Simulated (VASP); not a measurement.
OSZICAR of a VASP run on PbS (rock salt):

### OSZICAR
```
       N       E                     dE             d eps       ncg     rms          rms(c)
DAV:   1     0.146305613357E+03    0.14631E+03   -0.85939E+03   560   0.126E+03
DAV:   2     0.238847231491E+01   -0.14392E+03   -0.14103E+03   602   0.333E+02
DAV:   3    -0.956291678913E+01   -0.11951E+02   -0.11653E+02   742   0.101E+02
DAV:   4    -0.984122931818E+01   -0.27831E+00   -0.27815E+00   634   0.184E+01
DAV:   5    -0.985157212097E+01   -0.10343E-01   -0.10343E-01   764   0.331E+00    0.450E+00
DAV:   6    -0.946330745819E+01    0.38826E+00   -0.11914E+00   856   0.916E+00    0.309E+00
DAV:   7    -0.946013975196E+01    0.31677E-02   -0.11564E-01   590   0.202E+00    0.166E+00
DAV:   8    -0.945999135991E+01    0.14839E-03   -0.11131E-02   644   0.130E+00    0.147E-01
DAV:   9    -0.945976407040E+01    0.22729E-03   -0.20755E-03   848   0.433E-01    0.746E-02
DAV:  10    -0.945982962713E+01   -0.65557E-04   -0.17223E-04   608   0.903E-02    0.315E-02
DAV:  11    -0.945982923575E+01    0.39138E-06   -0.22841E-05   682   0.593E-02    0.881E-03
DAV:  12    -0.945982941165E+01   -0.17590E-06   -0.12287E-06   492   0.157E-02
   1 F= -.94598294E+01 E0= -.94598294E+01  d E =-.945983E+01
```

### Question
Which electronic solver shows in the log?

### Answer
It is blocked Davidson (ALGO = Normal, or the opening steps of other solvers). The INCAR had ALGO = Normal.

### Question
Can the final energy be trusted as converged?

### Answer
The run converged. It stopped with EDIFF = 1E-6, NELM = 100, NSW = 60 and EDIFFG = -0.01 after 1 ionic step (PBEsol GGA, plane waves, VASP's PBE PAW potentials (set 64)).

The compound is PbS in the rock salt structure. It was relaxed first. The start is the result of an earlier pass.
